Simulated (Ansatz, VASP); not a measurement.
# Be (Beryllium): VASP beside Ansatz, part 2 of 2

One calculation is typed for both programs; each brings its own data sets. How far apart do they land? The cell is taken from a series of runs on this material, whose earlier steps may have relaxed, scaled, displaced or heated it; both programs get it as it stands.

VASP 6.6.1 and Ansatz 0.2.0.

So far: The structure; VASP: zone-centre phonons, LDA, pair 1; Ansatz: zone-centre phonons, LDA, pair 1; Side by side.

### 5. VASP: zone-centre phonons, LDA, pair 2

Level of this step: LDA; plane waves and PAW (Be) (VASP).

Second derivatives magnify differences that forces hide, and they need a tight electronic threshold. The cell compared in this pair holds 15.67 Å³, against 15.52 Å³ for the pair before.

Contents of INCAR:

```
SYSTEM = Be
PREC = Accurate
ENCUT = 600
EDIFF = 1E-08
NELM = 120
ISMEAR = 1
SIGMA = 0.2
LREAL = .FALSE.
ALGO = Normal
GGA = CA
NBANDS = 8
LORBIT = 11
LWAVE = .FALSE.
LCHARG = .FALSE.
ISIF = 2
IBRION = 8
LASPH = .TRUE.
GGA_COMPAT = .FALSE.
KPAR = 2
```

Contents of POSCAR:

```
Be
1.0
    2.2723814383      0.0000000000      0.0000000000
   -1.1361907191      1.9679400527      0.0000000000
    0.0000000000      0.0000000000      3.5050567705
Be
2
Direct
    0.3333333333      0.6666666667      0.2500000000
    0.6666666667      0.3333333333      0.7500000000
```

Contents of KPOINTS:

```
Automatic mesh
0
Gamma
24 24 12
0 0 0
```

Potentials, in the order of the species: Be (LDA family, release 64).

The run is started by

```bash
mpirun -np 2 vasp_std
```

Numbers of over 12 decimals in the logs are rounded to 6 here.

Log:

```text
[... set-up lines as in an earlier step ...]
 entering main loop
       N       E                     dE             d eps       ncg     rms          rms(c)
DAV:   1    -0.447732816928E+01   -0.44773E+01   -0.19658E+03  6896   0.461E+02
DAV:   2    -0.844469226547E+01   -0.39674E+01   -0.38876E+01 10872   0.444E+01
DAV:   3    -0.845848306140E+01   -0.13791E-01   -0.13789E-01  7192   0.268E+00
DAV:   4    -0.845848709994E+01   -0.40385E-05   -0.40375E-05  9984   0.501E-02
[...]
DAV:   8    -0.840654273229E+01    0.72835E-05   -0.86673E-06  7168   0.293E-02    0.513E-03
DAV:   9    -0.840654177255E+01    0.95973E-06   -0.54403E-07  9408   0.629E-03    0.484E-04
DAV:  10    -0.840654176391E+01    0.86434E-08   -0.16281E-09  6280   0.374E-04
   1 F= -.84065418E+01 E0= -.84065518E+01  d E =0.299951E-04
 Linear response reoptimize wavefunctions to high precision
DAV:   1    -0.840654176303E+01    0.88410E-09   -0.31410E-10  7624   0.147E-04
DAV:   2    -0.840654176303E+01   -0.85265E-13   -0.83335E-13  3464   0.721E-06
 Linear response DOF=           2
 Linear response progress:
[...]
RMM:   7    -0.707950819258E-02    0.22050E-08    0.27233E-10 50313   0.466E-06    0.170E-06
 first order change of Fermi-energy   0.17824E-05
 force on displaced ion       1 direction 1 :  -3.747   0.000   0.000
 Linear response progress:
  Degree of freedom:   2/  2
       N       E                     dE             d eps       ncg     rms          rms(c)
RMM:   1    -0.183578650534E-01   -0.18358E-01    0.17175E-02 24459   0.662E-01
RMM:   2    -0.160212899477E-01    0.23366E-02   -0.22839E-03 16092   0.761E-02    0.111E-01
RMM:   3    -0.151182264289E-01    0.90306E-03    0.50473E-04 15989   0.895E-02    0.420E-02
RMM:   4    -0.153104256415E-01   -0.19220E-03    0.15681E-04 16304   0.520E-02    0.406E-03
RMM:   5    -0.153414096109E-01   -0.30984E-04   -0.24126E-05 17071   0.330E-03    0.644E-04
RMM:   6    -0.153400681680E-01    0.13414E-05   -0.37488E-06 16798   0.498E-04    0.826E-05
RMM:   7    -0.153395901087E-01    0.47806E-06   -0.48519E-07 17487   0.361E-05    0.106E-05
RMM:   8    -0.153395568909E-01    0.33218E-07   -0.41804E-09 17543   0.647E-06    0.893E-07
RMM:   9    -0.153395541191E-01    0.27719E-08   -0.64189E-09 12674   0.537E-07    0.188E-07
 first order change of Fermi-energy   0.16417E-04
 force on displaced ion       1 direction 3 :  -0.000   0.000  -8.262
 Linear response finished
```

OUTCAR, selected parts (step 5):

```text
  Total       -0.5961745     -0.5961745      0.0451103     -0.0000000      0.0000000      0.0000000
  in kB      -60.9390703    -60.9390703      4.6110362     -0.0000000      0.0000000      0.0000000
  external PRESSURE =     -39.0890348 kB  Pullay stress =       0.0000000 kB

 POSITION                                       TOTAL-FORCE (eV/Angst)
 -----------------------------------------------------------------------------------
     -0.00000      1.31196      0.87626         0.000000      0.000000      0.000000
      1.13619      0.65598      2.62879        -0.000000      0.000000      0.000000
 -----------------------------------------------------------------------------------
    total drift:                                0.000000     -0.000000      0.000000

[... 1 part as in an earlier step ...]

[... 1 further part left out ...]
```

### 6. Ansatz: zone-centre phonons, LDA, pair 2

The same cell, functional (in two slightly different forms), mesh and smearing now go to Ansatz, which takes its cutoff from its data sets.

The cell is taken from a series of runs on this material, whose earlier steps may have relaxed, scaled, displaced or heated it; both programs get it as it stands.

Contents of input.yaml:

```yaml
crystal:
  lattice:
    - [2.2723814383, 0.0, 0.0]
    - [-1.1361907191, 1.9679400527, 0.0]
    - [0.0, 0.0, 3.5050567705]
  atoms:
    - { symbol: Be, position: [0.3333333333, 0.6666666667, 0.25] }
    - { symbol: Be, position: [0.6666666667, 0.3333333333, 0.75] }
kpoints:
  mp_grid: { grid: [24, 24, 12] }
hamiltonian:
  xc: lda
  pseudopotentials: { kind: paw, azcp: { folder: soft_1 }, xc_functional: pbe }
scf:
  occupations: { method: methfessel_paxton, width: 0.2 }
output:
  eigenvalues: true
phonons:
  method: dfpt
```

The run is started by

```bash
ansatz run input.yaml --threads 4 --pin off --max-ram 10240MiB --backend cpu --events-out ev --progress --plain --runs-dir out
```

Log:

```text
[...]
Crystal: 2 atoms, lattice volume = 15.674 Å³
Basis set: ecut = 420 eV, 299 PW (Γ), exchange–correlation on 32×32×48 points (8 copies of the dense FFT grid, shifted against one another)
Bands: 6, of which v1, the nominal top of the filled ones, is band 2 counted from 1 (1 counted from 0)
Symmetry: 24 space group operations
k-points: 1099 of 6912 (irreducible under 4 space group operations, time reversal used)
[...]
Free energy (F): -176.454854 eV
[...]
Internal energy: -176.454885 eV  (E = F + TS)
E sigma→0 (E₀):  -176.454861 eV
Entropy (-TS):   0.000031 eV (0.016 meV/atom)
Fermi energy:    7.903757 eV
[...]
--- Band table (eV; the first three rows and the last of 1099) ---
[...]
ASR residual: 2.503e-5 → 0.000e0 eV/Å²; symmetrization residual: 1.298e-11 eV/Å²
  ASR residual per site (eV/Å²): 2.50e-5 2.50e-5
  Γ frequencies (cm⁻¹): 0.00 0.00 0.00 475.59 475.59 702.76
[...]
[key lines of the parts left out:]
SCF converged after 6 iterations
```

### 7. Side by side

The two programs side by side:

| quantity | Ansatz | VASP | difference |
| --- | --- | --- | --- |
| optical mode 1 to 2 (cm⁻¹) | 475.6 | 475.5 | +0.01 % |
| optical mode 3 (cm⁻¹) | 702.8 | 706.1 | -0.47 % |

Modes are paired by rising frequency, not by their patterns, so a pair may set unlike modes beside each other; they are those without the splitting of longitudinal modes.

### 8. VASP: zone-centre phonons, LDA, pair 3

Second derivatives magnify differences that forces hide, and they need a tight electronic threshold.

INCAR is that of step 5.

Contents of POSCAR:

```
Be
1.0
    2.2254362518      0.0000000000      0.0000000000
   -1.1127181259      1.9272843286      0.0000000000
    0.0000000000      0.0000000000      3.6518420709
Be
2
Direct
    0.3333333289      0.6666666711      0.2500000000
    0.6666666711      0.3333333289      0.7500000000
```

KPOINTS is that of step 5.

The run is started by

```bash
mpirun -np 2 vasp_std
```

Log:

```text
[... set-up lines as in an earlier step ...]
 entering main loop
       N       E                     dE             d eps       ncg     rms          rms(c)
DAV:   1    -0.457373618416E+01   -0.45737E+01   -0.19291E+03  6920   0.455E+02
DAV:   2    -0.842647258812E+01   -0.38527E+01   -0.37520E+01 10920   0.438E+01
DAV:   3    -0.843982541441E+01   -0.13353E-01   -0.13328E-01  7128   0.259E+00
DAV:   4    -0.843982928243E+01   -0.38680E-05   -0.38674E-05  9608   0.488E-02
[...]
DAV:   9    -0.839117152683E+01    0.86270E-06   -0.44653E-07  9016   0.589E-03    0.440E-04
DAV:  10    -0.839117151655E+01    0.10274E-07   -0.21845E-09  6296   0.427E-04    0.820E-05
DAV:  11    -0.839117151572E+01    0.83523E-09   -0.22632E-10  3456   0.123E-04
   1 F= -.83911715E+01 E0= -.83909568E+01  d E =-.644168E-03
 Linear response reoptimize wavefunctions to high precision
DAV:   1    -0.839117151572E+01   -0.36380E-11   -0.47225E-12  4320   0.269E-05
 Linear response DOF=           2
 Linear response progress:
  Degree of freedom:   1/  2
[...]
RMM:   5    -0.715723989583E-02    0.84173E-07    0.25857E-09 52079   0.226E-04    0.104E-04
RMM:   6    -0.715716874028E-02    0.71156E-07   -0.52074E-09 52206   0.744E-05    0.573E-06
RMM:   7    -0.715716243450E-02    0.63058E-08   -0.19077E-09 51033   0.414E-06    0.191E-06
 first order change of Fermi-energy   0.16382E-05
 force on displaced ion       1 direction 1 :  -3.278   0.000   0.000
 Linear response progress:
  Degree of freedom:   2/  2
       N       E                     dE             d eps       ncg     rms          rms(c)
RMM:   1    -0.198004043192E-01   -0.19800E-01    0.17191E-02 24336   0.689E-01
RMM:   2    -0.163815192131E-01    0.34189E-02   -0.16138E-03 16095   0.791E-02    0.109E-01
RMM:   3    -0.154976163327E-01    0.88390E-03    0.55376E-04 15962   0.931E-02    0.398E-02
RMM:   4    -0.156866585164E-01   -0.18904E-03    0.13056E-04 16201   0.514E-02    0.421E-03
[...]
RMM:   8    -0.157116413333E-01    0.82122E-07   -0.15152E-07 17152   0.720E-06    0.851E-07
RMM:   9    -0.157116296312E-01    0.11702E-07   -0.23482E-08 13080   0.662E-07    0.286E-07
RMM:  10    -0.157116277983E-01    0.18329E-08   -0.19472E-09  9196   0.472E-07    0.365E-08
 first order change of Fermi-energy   0.11006E-05
 force on displaced ion       1 direction 3 :  -0.000   0.000  -6.586
 Linear response finished
```

From OUTCAR (step 8):

```text
  Total        0.0440264      0.0440264     -1.3680017      0.0000000      0.0000000     -0.0000000
  in kB        4.5035048      4.5035048   -139.9343312      0.0000000      0.0000000     -0.0000000
  external PRESSURE =     -43.6424405 kB  Pullay stress =       0.0000000 kB

 POSITION                                       TOTAL-FORCE (eV/Angst)
 -----------------------------------------------------------------------------------
     -0.00000      1.28486      0.91296        -0.000000      0.000000      0.000000
      1.11272      0.64243      2.73888         0.000000     -0.000000      0.000000
 -----------------------------------------------------------------------------------
    total drift:                                0.000000     -0.000000      0.000000

[... 1 part as in an earlier step ...]

[... 1 further part left out ...]
```

### 9. Ansatz: zone-centre phonons, LDA, pair 3

The same cell, functional (in two slightly different forms), mesh and smearing now go to Ansatz, which takes its cutoff from its data sets.

The cell is taken from a series of runs on this material, whose earlier steps may have relaxed, scaled, displaced or heated it; both programs get it as it stands.

input.yaml, the sections that differ from step 6:

```yaml
crystal:
  lattice:
    - [2.2254362518, 0.0, 0.0]
    - [-1.1127181259, 1.9272843286, 0.0]
    - [0.0, 0.0, 3.6518420709]
  atoms:
    - { symbol: Be, position: [0.3333333289, 0.6666666711, 0.25] }
    - { symbol: Be, position: [0.6666666711, 0.3333333289, 0.75] }
# kpoints, hamiltonian, scf, output, phonons: as in step 6
```

The run is started by

```bash
ansatz run input.yaml --threads 4 --pin off --max-ram 10240MiB --backend cpu --events-out ev --progress --plain --runs-dir out
```

Log:

```text
[...]
Crystal: 2 atoms, lattice volume = 15.663 Å³
Basis set: ecut = 420 eV, 313 PW (Γ), exchange–correlation on 30×30×60 points (8 copies of the dense FFT grid, shifted against one another)
Bands: 6, of which v1, the nominal top of the filled ones, is band 2 counted from 1 (1 counted from 0)
Symmetry: 24 space group operations
k-points: 1099 of 6912 (irreducible under 4 space group operations, time reversal used)
[...]
Free energy (F): -176.439482 eV
[...]
Internal energy: -176.438837 eV  (E = F + TS)
E sigma→0 (E₀):  -176.439321 eV
Entropy (-TS):   -0.000645 eV (-0.322 meV/atom)
Fermi energy:    8.131450 eV
[...]
--- Band table (eV; the first three rows and the last of 1099) ---
[...]
ASR residual: 2.694e-5 → 0.000e0 eV/Å²; symmetrization residual: 5.329e-15 eV/Å²
  ASR residual per site (eV/Å²): 2.69e-5 2.69e-5
  Γ frequencies (cm⁻¹): 0.00 0.00 0.00 444.83 444.83 626.67
[...]
[key lines of the parts left out:]
SCF converged after 6 iterations
```

### 10. Differences

The two programs side by side:

| quantity | Ansatz | VASP | difference |
| --- | --- | --- | --- |
| optical mode 1 to 2 (cm⁻¹) | 444.8 | 444.8 | +0.01 % |
| optical mode 3 (cm⁻¹) | 626.7 | 630.4 | -0.60 % |

Modes are paired by rising frequency, not by their patterns, so a pair may set unlike modes beside each other; they are those without the splitting of longitudinal modes.

### 11. Summary of results

| Quantity | Value |
| --- | --- |
| r.m.s. difference of the optical zone-centre modes, each program's sorted by frequency (zone-centre phonons, LDA, pair 1) | 2.1 cm⁻¹ |
| difference in optical mode 3 (zone-centre phonons, LDA, pair 1) | -0.6 % |
| r.m.s. difference of the optical zone-centre modes, each program's sorted by frequency (zone-centre phonons, LDA, pair 2) | 1.9 cm⁻¹ |
| r.m.s. difference of the optical zone-centre modes, each program's sorted by frequency (zone-centre phonons, LDA, pair 3) | 2.2 cm⁻¹ |
| difference in optical mode 3 (zone-centre phonons, LDA, pair 3) | -0.6 % |

In words: The r.m.s. difference of the optical zone-centre modes, each program's sorted by frequency is 2.1 cm⁻¹ (zone-centre phonons, LDA, pair 1). Among the rows given in per cent, the largest difference of the zone-centre phonons, LDA, pair 1 pair is in optical mode 3, -0.6 %. Among the rows given in per cent, the largest difference of the zone-centre phonons, LDA, pair 3 pair is in optical mode 3, -0.6 %. 1 further run of this series is not shown here. How closely two codes agree says nothing of how well the functional describes the real material.

[Lines on the potential files, build, host, timing and source positions are cut from VASP's logs without a mark.]

[Logs are printed without paths, hosts, clocks, repeated set-up lines and the standing remarks that a program may print on its own settings, such as how far it seeks lower states.]

[Hosts, paths, dates, database ids (printed as entryN), source tags and the programs' standing remarks are cut or masked in the printed files.]
